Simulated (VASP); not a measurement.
Energy against volume of Au (fcc). These are PBE GGA with D3 dispersion (Becke-Johnson damping), VASP's PBE PAW potentials (set 64) (plane waves; VASP) values and carry that method's errors. Numerical set-up: 520 eV cut-off, 15×15×15 Γ-centred mesh, first-order Methfessel-Paxton smearing of 0.10 eV, potentials Au.

| V (Å³/atom) | E (eV/atom) |
|---|---|
| 16.192 | -3.82675 |
| 16.708 | -3.85475 |
| 17.225 | -3.86354 |
| 17.742 | -3.85657 |

Task: Fit these four points and predict the energy of the run at 18.259 Å³/atom.

Result: A cubic in V^(−2/3), the third-order Birch-Murnaghan form, passes through the four points with V0 = 17.24 Å³/atom and B0 = 162 GPa, and gives -3.8368 eV/atom there. The run gave -3.8366 eV/atom, +0.2 meV/atom from the fit; all five points give B0 = 162 GPa.

The compound is Au in the fcc structure. It was relaxed first.
